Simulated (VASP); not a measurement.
Computed with RPBE GGA, VASP's PBE PAW potentials (set 64) (plane waves; VASP).

VASP ran on this input.

**INCAR**
```
ALGO  =  Normal
EDIFF  =  1E-7
ENCUT  =  520
GGA  =  RP
ICHARG  =  11
ISMEAR  =  0
LASPH  =  T
LCHARG  =  F
LMAXMIX  =  4
LORBIT  =  11
LREAL  =  F
LWAVE  =  F
NELM  =  100
PREC  =  Accurate
SIGMA  =  0.05
SYSTEM  =  PdIn
```

File POSCAR:
```
PdIn
6.687750
  0.5000000269   0.0000000000   0.0000000000
  0.0000000000   0.5000000269   0.0000000000
  0.0000000000   0.0000000000   0.5000000269
In Pd
1 1
Cart
  0.2500000135   0.2500000135   0.2500000135
  0.0000000000   0.0000000000   0.0000000000
```

### KPOINTS
```
k-points along high-symmetry lines
15
Line-mode
Reciprocal
  0.000000   0.000000   0.000000 ! GAMMA
  0.000000   0.500000   0.000000 ! X

  0.000000   0.500000   0.000000 ! X
  0.500000   0.500000   0.000000 ! M

  0.500000   0.500000   0.000000 ! M
  0.000000   0.000000   0.000000 ! GAMMA

  0.000000   0.000000   0.000000 ! GAMMA
  0.500000   0.500000   0.500000 ! R

  0.500000   0.500000   0.500000 ! R
  0.000000   0.500000   0.000000 ! X

  0.500000   0.500000   0.500000 ! R
  0.500000   0.500000   0.000000 ! M
```

POTCAR, in this order: In_d Pd (PBE.64 set). Program: vasp_std. Read from the step before: CHGCAR.

The run wrote:

**OSZICAR**
```
       N       E                     dE             d eps       ncg     rms          rms(c)
DAV:   1     0.164192727514E+03    0.16419E+03   -0.11504E+04  2735   0.195E+03
DAV:   2     0.131635762410E+01   -0.16288E+03   -0.15746E+03  2875   0.410E+02
DAV:   3    -0.689412362783E+01   -0.82105E+01   -0.80653E+01  3365   0.954E+01
DAV:   4    -0.704472382054E+01   -0.15060E+00   -0.15057E+00  3290   0.128E+01
DAV:   5    -0.705223315987E+01   -0.75093E-02   -0.75093E-02  4052   0.252E+00
DAV:   6    -0.705240140239E+01   -0.16824E-03   -0.16824E-03  3616   0.291E-01
DAV:   7    -0.705240320336E+01   -0.18010E-05   -0.17994E-05  4024   0.372E-02
DAV:   8    -0.705240322268E+01   -0.19321E-07   -0.20020E-07  3173   0.357E-03
   1 F= -.70524032E+01 E0= -.70522368E+01  d E =-.332930E-03
```

**OUTCAR**
```
 val. band max:       10.0007531572   @ k =   0.5000   0.5000   0.3214

 cond. band min:      10.1005844581   @ k =   0.0000   0.2500   0.0000



 k-point     1 :       0.0000    0.0000    0.0000
  band No.  band energies     occupation
      1      -5.2046      2.00000
      2      -5.2046      2.00000
      3      -4.8688      2.00000
      4      -4.8688      2.00000
      5      -4.8688      2.00000
      6       0.1295      2.00000
      7       6.1137      2.00000
      8       6.1137      2.00000
      9       7.5000      2.00000
     10       7.5000      2.00000
     11       7.5000      2.00000
     12      13.7894      0.00000
     13      13.7894      0.00000
     14      13.7894      0.00000
     15      18.3332      0.00000

 k-point     2 :       0.0000    0.0357    0.0000
  band No.  band energies     occupation
      1      -5.2040      2.00000
      2      -5.2009      2.00000
      3      -4.8699      2.00000
      4      -4.8699      2.00000
      5      -4.8685      2.00000
      6       0.1487      2.00000
      7       6.1143      2.00000
      8       6.1173      2.00000
      9       7.4863      2.00000
     10       7.4863      2.00000
     11       7.4994      2.00000
     12      13.6251      0.00000
     13      13.8270      0.00000
     14      13.8270      0.00000
     15      18.4308      0.00000

 k-point     3 :       0.0000    0.0714    0.0000
  band No.  band energies     occupation
      1      -5.2025      2.00000
      2      -5.1900      2.00000
      3      -4.8732      2.00000
      4      -4.8732      2.00000
      5      -4.8676      2.00000
      6       0.2062      2.00000
      7       6.1159      2.00000
      8       6.1270      2.00000
      9       7.4464      2.00000
     10       7.4464      2.00000
     11       7.4974      2.00000
     12      13.1943      0.00000
     13      13.9386      0.00000
     14      13.9386      0.00000
     15      18.6258      0.00000

...
```

The density is held fixed in this step, so its total energy and stress have no physical meaning. Unless said otherwise, spin-orbit coupling is left out, though it shifts the bands of the heavy elements here.

The compound is PdIn in the CsCl type structure. It was relaxed first, which changed the volume by +9 %. The electron count is odd and the run is not spin-polarised, which forces a metal.
